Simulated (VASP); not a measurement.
**LiVSe3: single point with PBE**

LiVSe3:

```
CELL_PARAMETERS angstrom
4.86527 0.00000 0.00000
0.00000 4.86527 0.00000
0.00000 0.00000 4.86527
ATOMIC_POSITIONS crystal
Li 0.00000 0.00000 0.00000
V 0.50000 0.50000 0.50000
Se 0.50000 0.50000 0.00000
Se 0.50000 0.00000 0.50000
Se 0.00000 0.50000 0.50000
```

The cell comes from a database or a generator and needn't be the stable form of this composition.

```json
{
  "Program": "VASP 6.6.1",
  "Task": "single point",
  "Functional": "PBE",
  "Potentials or basis": "VASP PAW PBE potentials, release 64 (Li_sv, V_sv, Se)",
  "Cutoff": "520 eV",
  "k mesh": "4 × 4 × 4",
  "Occupations": "gaussian, width 0.05 eV",
  "Spin": "no spin polarisation",
  "Dipole correction": "no",
  "Further INCAR settings": "ALGO = Normal; EDIFF = 1e-07; NBANDS = 25"
}
```

| Property | Result |
| --- | --- |
| Band gap on the k mesh | none (metal or under the smearing width) |

Levels at points of the mesh, in eV from the Fermi level:
```csv
k point,band 13,band 14,band 15,band 16,band 17,band 18,band 19,band 20,band 21,band 22
"(0.00, 0.00, 0.00)",-0.90,-0.90,-0.89,-0.89,-0.89,-0.13,-0.13,-0.13,0.23,0.23
"(0.50, 0.00, 0.00)",-2.86,-2.67,-1.51,-0.86,-0.33,-0.33,0.24,0.86,0.86,1.63
"(0.50, 0.50, 0.00)",-2.75,-2.75,-2.08,-2.08,0.58,0.69,0.80,0.93,0.93,4.30
"(0.50, 0.50, 0.50)",-3.78,-3.78,0.63,0.63,0.63,0.73,0.73,0.73,2.08,4.74
```

It took 34 s on 1 thread of Intel(R) Xeon(R) Platinum 8259CL CPU @ 2.50GHz (Skylake/Cascade Lake), on a shared host, peak memory 0.21 GiB.

Caveat: the run has no spin polarisation, though such a crystal can be magnetic. With open d or f shells a metallic result of PBE can be an artefact of self-interaction; +U or a hybrid may open a gap.
